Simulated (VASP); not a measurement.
Here is the system:

```xyz
1
Lattice="0.0000 2.0282 2.0282 2.0282 0.0000 2.0282 2.0282 2.0282 0.0000" Properties=species:S:1:pos:R:3 pbc="T T T"
Al     0.0000     0.0000     0.0000
```

All values below come from r2SCAN+rVV10, VASP's PBE PAW potentials (set 64) (plane waves; VASP 6.6.1). Settings: 520 eV cut-off, 16×16×16 Γ-centred mesh, first-order Methfessel-Paxton smearing of 0.10 eV, potentials Al.

**Question.** The job: Al (fcc), 1 atom, r2SCAN+rVV10, static run, 520 eV, 16×16×16 Γ-centred mesh. Roughly how much core time does it take on a busy server core?

**Answer.** About 3 core-minutes (one run on a shared machine, a rough figure). It had 145 irreducible k-points, 5 bands, up to 464 plane waves and 21 electronic steps.

The compound is Al in the fcc structure. This cell is one point of a volume scan, at 1.06 of the reference volume.
